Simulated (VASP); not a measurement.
These are r2SCAN meta-GGA, VASP's PBE PAW potentials (set 64) (plane waves; VASP) values and carry that method's errors.

Input for VASP

KPOINTS:
```
Regular mesh
0
G
14 14 8
0 0 0
```

POSCAR:
```
Zn
2.6082720
  0.5075944688  -0.8615959791   0.0000000000
  0.5075944688   0.8615959791   0.0000000000
  0.0000000000   0.0000000000   1.7859138144
Zn
2
Direct
  0.3333330000   0.6666670000   0.2500000000
  0.6666670000   0.3333330000   0.7500000000
```

### INCAR
```
! general
SYSTEM =Zn
PREC   =Accurate
ENCUT  =480
LREAL  =.FALSE.
LASPH  =.TRUE.

! electronic loop
EDIFF  =1E-7
NELM   =100
ALGO   =Normal
LMAXMIX=4
LMIXTAU=.TRUE.

! smearing
ISMEAR =1
SIGMA  =0.1

! functional
METAGGA=R2SCAN

! ions
ISIF   =2

! output
LWAVE  =.FALSE.
LCHARG =.FALSE.
```

POTCAR, in this order: Zn (PBE.64 set). Program: vasp_std.

The resulting files:

### OUTCAR
```
 ion  position               nearest neighbor table
   1  0.333  0.667  0.250-   2 2.77   2 2.77   2 2.78   2 2.78   2 2.78   2 2.78
   2  0.667  0.333  0.750-   1 2.77   1 2.77   1 2.78   1 2.78   1 2.78   1 2.78
  LATTYP: Found a base centered orthorhombic cell.
 ALAT       =     2.6478888808
 B/A-ratio  =     1.6974101019
 C/A-ratio  =     1.7591935335
 Subroutine PRICEL returns:
 Original cell was already a primitive cell.
 Subroutine GETGRP returns: Found  8 space group operations
The static configuration has the point symmetry C_2h.
 The point group associated with its full space group is D_2h.
The dynamic configuration has the point symmetry C_2h.
 Subroutine INISYM returns: Found  8 space group operations
 Subroutine IBZKPT returns following result:
 Found    285 irreducible k-points:

 Following reciprocal coordinates:
            Coordinates               Weight
  0.000000  0.000000  0.000000      1.000000
  0.071429 -0.000000  0.000000      4.000000
  0.142857 -0.000000  0.000000      4.000000
  0.214286 -0.000000  0.000000      4.000000
  0.285714 -0.000000  0.000000      4.000000
  0.357143 -0.000000  0.000000      4.000000
...
```

### OSZICAR
```
       N       E                     dE             d eps       ncg     rms          rms(c)
DAV:   1     0.750503026354E+02    0.75050E+02   -0.12760E+04  9360   0.239E+03
DAV:   2    -0.180597034756E+02   -0.93110E+02   -0.91743E+02  9328   0.299E+02
DAV:   3    -0.207794495559E+02   -0.27197E+01   -0.27156E+01 11240   0.640E+01
DAV:   4    -0.207872670021E+02   -0.78174E-02   -0.78172E-02 10688   0.346E+00
DAV:   5    -0.207872792823E+02   -0.12280E-04   -0.12280E-04 11152   0.113E-01    0.500E+00
DAV:   6    -0.182439014893E+02    0.25434E+01   -0.27057E+00  9200   0.370E+01    0.468E+00
DAV:   7    -0.176999018536E+02    0.54400E+00   -0.25103E-01 10664   0.987E+00    0.240E+00
DAV:   8    -0.177785327504E+02   -0.78631E-01   -0.10541E-01 10320   0.391E+00    0.395E-01
DAV:   9    -0.177886667256E+02   -0.10134E-01   -0.23644E-02  9688   0.179E+00    0.159E-01
DAV:  10    -0.177890317465E+02   -0.36502E-03   -0.12412E-02 11584   0.206E+00    0.101E-01
DAV:  11    -0.177881257243E+02    0.90602E-03   -0.10917E-02  9848   0.802E-01    0.835E-02
DAV:  12    -0.177882164725E+02   -0.90748E-04   -0.40537E-04 10000   0.207E-01    0.933E-02
DAV:  13    -0.177905078523E+02   -0.22914E-02   -0.93115E-04  9528   0.375E-01    0.188E-02
DAV:  14    -0.177908354769E+02   -0.32762E-03   -0.13010E-04 10592   0.116E-01    0.119E-02
DAV:  15    -0.177908394138E+02   -0.39369E-05   -0.22517E-05 10536   0.590E-02    0.834E-03
DAV:  16    -0.177908481296E+02   -0.87158E-05   -0.36397E-06  9720   0.326E-02    0.263E-03
DAV:  17    -0.177908456193E+02    0.25103E-05   -0.13087E-06 10336   0.853E-03    0.979E-04
DAV:  18    -0.177908454473E+02    0.17208E-06   -0.52026E-08  6432   0.376E-03    0.141E-03
DAV:  19    -0.177908459750E+02   -0.52777E-06   -0.82664E-08  6112   0.498E-03    0.196E-04
DAV:  20    -0.177908463001E+02   -0.32504E-06   -0.18205E-08  5008   0.134E-03    0.982E-05
DAV:  21    -0.177908462886E+02    0.11442E-07   -0.23648E-09  4872   0.361E-04
   1 F= -.17790846E+02 E0= -.17790737E+02  d E =-.328956E-03
```

### OUTCAR
```
------------------------ aborting loop because EDIFF is reached ----------------------------------------
  FORCE on cell =-STRESS in cart. coord.  units (eV):
  Direction    XX          YY          ZZ          XY          YZ          ZX
  --------------------------------------------------------------------------------------
  Total        0.2874850      0.8857309      0.4390950      0.0000000     -0.0000000      0.0000000
  in kB       16.6171354     51.1967849     25.3804551      0.0000000     -0.0000000      0.0000000
  external PRESSURE =      31.0647918 kB  Pullay stress =       0.0000000 kB
  volume of cell :       27.72
      direct lattice vectors                 reciprocal lattice vectors
     1.323944440 -2.247276667  0.000000000     0.377659352 -0.222491519  0.000000000
     1.323944440  2.247276667  0.000000000     0.377659352  0.222491519  0.000000000
     0.000000000  0.000000000  4.658148997     0.000000000  0.000000000  0.214677547
 POSITION                                       TOTAL-FORCE (eV/Angst)
 -----------------------------------------------------------------------------------
      1.32394      0.74909      1.16454         0.000000     -0.012543      0.000000
      1.32394     -0.74909      3.49361         0.000000      0.012543     -0.000000
 -----------------------------------------------------------------------------------
    total drift:                                0.000000     -0.000000      0.000000
  FREE ENERGIE OF THE ION-ELECTRON SYSTEM (eV)
  ---------------------------------------------------
  free  energy   TOTEN  =       -17.7908462886 eV

  energy  without entropy=      -17.7905173330  energy(sigma->0) =      -17.79073664
```
(Selected blocks of OUTCAR.)

The compound is Zn in the hcp structure. This cell was strained or had an atom moved on purpose.
